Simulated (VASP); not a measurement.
Energy against volume of PtAl$_{2}$ (fluorite). These are PW91 GGA, VASP's PBE PAW potentials (set 64) (plane waves; VASP) values and carry that method's errors. Numerical set-up: 520 eV cut-off, 9×9×9 Γ-centred mesh, first-order Methfessel-Paxton smearing of 0.10 eV, potentials Al Pt.

```csv
V (Å³/atom),E (eV/atom)
17.027,-5.40924
17.554,-5.41605
18.080,-5.40995
18.607,-5.39295
```

Task: Fit these four points and predict the energy of the run at 16.500 Å³/atom.

Result: A cubic in V^(−2/3), the third-order Birch-Murnaghan form, passes through the four points with V0 = 17.55 Å³/atom and B0 = 131 GPa, and gives -5.3871 eV/atom there. The run gave -5.3872 eV/atom, -0.1 meV/atom from the fit; all five points give B0 = 130 GPa.

The compound is PtAl2 in the fluorite structure. It was relaxed first.
